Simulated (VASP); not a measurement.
AgB2:

```xyz
3
Lattice="3.0000 0.0000 0.0000 -1.5000 2.5981 0.0000 0.0000 0.0000 3.2400" Properties=species:S:1:pos:R:3 pbc="T T T"
Ag    0.0000    0.0000    0.0000
B     1.5000    0.8660    1.6200
B     0.0000    1.7321    1.6200
```

| Property | Result |
| --- | --- |
| Program | VASP 6.6.1 |
| Task | relaxation of cell and atoms |
| Functional | PW91 |
| Potentials or basis | VASP PAW PBE potentials, release 64 (Ag, B) |
| Cutoff | 600 eV |
| k mesh | 10 × 10 × 8 |
| Occupations | fermi-dirac, width 0.05 eV |
| Spin | no spin polarisation |

At the start: pressure 54.9 GPa; volume 8.42 Å³/atom.

Problem. Where does the relaxation end?

Solution. Over 9 steps the energy falls by 453.7 meV/atom and the volume is 10.76 Å³/atom (+27.8 %); space group P6/mmm (No. 191, to 0.05 Å).

The path:
```csv
step,energy change (eV),largest force (eV/Å),pressure (GPa),volume (Å³)
1,0.0000,0.0000,54.94,25.25
2,-0.6856,0.0000,-19.77,37.26
3,-1.0117,0.0000,-3.49,31.89
4,-1.2520,0.0000,-1.04,31.76
5,-1.2870,0.0000,8.55,31.17
6,-1.3513,0.0000,3.07,31.50
7,-1.3520,0.0000,3.67,31.47
8,-1.3589,0.0000,-1.73,32.69
9,-1.3612,0.0000,0.05,32.28
```

Final structure:
```yaml
crystal:
  lattice:
    - [3.01558, 0.00000, 0.00000]
    - [-1.50779, 2.61157, 0.00000]
    - [0.00000, 0.00000, 4.09850]
  atoms:
    - { symbol: Ag, position: [0.00000, 0.00000, 0.00000] }
    - { symbol: B, position: [0.66667, 0.33333, 0.50000] }
    - { symbol: B, position: [0.33333, 0.66667, 0.50000] }
```

Caveat: the volume moved by over 15 % at a fixed basis, so the end points are rough; the PAW data sets were made with another functional, which shifts forces and pressure a little.
